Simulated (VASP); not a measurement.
Given:

```yaml
crystal:
  lattice:
    - [4.85991, 0.00000, 0.00000]
    - [0.00000, 4.85991, 0.00000]
    - [0.00000, 0.00000, 4.85991]
  atoms:
    - { symbol: Si, position: [0.50000, 0.50000, 0.50000] }
    - { symbol: Si, position: [0.00000, 0.00000, 0.00000] }
    - { symbol: Mo, position: [0.25000, 0.00000, 0.50000] }
    - { symbol: Mo, position: [0.50000, 0.25000, 0.00000] }
    - { symbol: Mo, position: [0.50000, 0.75000, 0.00000] }
    - { symbol: Mo, position: [0.75000, 0.00000, 0.50000] }
    - { symbol: Mo, position: [0.00000, 0.50000, 0.75000] }
    - { symbol: Mo, position: [0.00000, 0.50000, 0.25000] }
```

Method: PBEsol GGA, VASP's PBE PAW potentials (set 64) (plane waves; VASP). Settings: 400 eV cut-off, Gaussian smearing of 0.050 eV, potentials Si Mo_sv.

Task: Give the energies of bands 41 to 54 at the high-symmetry points, in eV from the Fermi level.

Result: 
```tsv
band	Γ	X	M	R
41	-2.25	-2.54	-1.31	-1.85
42	-2.25	-2.54	-1.31	-1.85
43	-1.63	-1.75	-1.18	-1.23
44	-1.63	-1.75	-0.91	-1.23
45	1.26	0.24	-0.91	-1.23
46	1.26	0.24	-0.80	-1.23
47	1.26	0.93	-0.74	-1.23
48	2.12	0.93	-0.55	-1.23
49	2.42	1.53	-0.12	1.28
50	2.43	1.53	0.24	1.28
51	2.69	1.59	0.82	1.28
52	2.70	1.59	1.07	1.28
53	2.73	2.29	1.07	1.28
54	2.77	2.29	1.93	1.28
```

It has no gap at this level: it comes out as a metal or semimetal.

The compound is Mo3Si in the A15 structure. It was relaxed first.
